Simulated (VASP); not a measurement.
Wanted: the native input for a VASP 6.6.1 run.

| Item | Value |
| --- | --- |
| Task | relaxation of cell and atoms |
| Functional | PBE |
| Potentials or basis | VASP PAW PBE potentials, release 64 (Zn, Cd, Se, S) |
| Cutoff | 520 eV |
| k mesh | 4 × 4 × 2 |
| Occupations | gaussian, width 0.15 eV |
| Spin | no spin polarisation |
| Further INCAR settings | PREC = Normal; ALGO = Fast; EDIFF = 0.0001; IBRION = 2; EDIFFG = -0.08; NSW = 24; ISIF = 3 |

The structure of ZnCd2SeS2 lies in POSCAR:

```
ZnCd2SeS2
1.0
    3.7178725500      0.0000000000      0.0000000000
    0.0000000000      3.7178725500      0.0000000000
    0.0000000000      0.0000000000     10.1821625300
Zn Cd Se S
1 2 1 2
Direct
    0.5000000000      0.5000000000      0.0000000000
    0.5000000000      0.0000000000      0.7961770300
    0.0000000000      0.5000000000      0.2038229700
    0.0000000000      0.0000000000      0.0000000000
    0.5000000000      0.0000000000      0.3395209900
    0.0000000000      0.5000000000      0.6604790100
```

The cell was built by a generator and needn't be a form met in nature.

The input as run:

INCAR

```
ALGO     = Fast           # electronic algorithm
EDIFF    = 1E-4           # SCF threshold, eV
EDIFFG   = -0.08          # ionic threshold
ENCUT    = 520            # plane-wave cutoff, eV
GGA      = PE             # functional
IBRION   = 2              # ionic algorithm
ISIF     = 3              # what is computed and relaxed
ISMEAR   = 0              # smearing method
LASPH    = True           # aspherical terms in the spheres
LCHARG   = False          # write CHGCAR
LREAL    = False          # projectors in reciprocal space
LWAVE    = False          # write WAVECAR
NELM     = 60             # most SCF steps
NSW      = 24             # ionic steps
PREC     = Normal         # precision mode
SIGMA    = 0.15           # smearing width, eV
```

KPOINTS

```
k-points
0
Gamma
  4 4 2
```

Potentials or basis: VASP PAW PBE potentials, release 64 (Zn, Cd, Se, S).

Command:

```bash
$ cat potpaw_PBE.64/Zn/POTCAR potpaw_PBE.64/Cd/POTCAR potpaw_PBE.64/Se/POTCAR potpaw_PBE.64/S/POTCAR > POTCAR
$ mpirun -np 1 vasp_std > vasp.out
```

It gave:

The relaxed volume is 27.25 Å³/atom, the relaxed cell is a = 3.658 Å, b = 3.658 Å, c = 12.218 Å, α = 90.00°, β = 90.00°, γ = 90.00° and the space group after relaxing (to 0.05 Å) is P-4m2 (No. 115). The energy gained by relaxing is 417.6 meV/atom and the ionic steps are 11. The pressure after relaxing is 0.2 GPa, the largest force after relaxing is 0.058 eV/Å and the band gap on the k mesh is none (metal or under the smearing width).

Caveat: the k mesh is coarse (spacing up to 0.42 Å⁻¹), so the values aren't converged; the volume moved by over 15 % at a fixed basis, so the end points are rough; the relaxation stopped at a loose force limit of 0.08 eV/Å, so its end isn't a converged minimum.

Wall time 120 s on 1 thread of Intel(R) Xeon(R) 6975P-C (Granite Rapids), with other jobs on the host, peak memory 0.23 GiB.
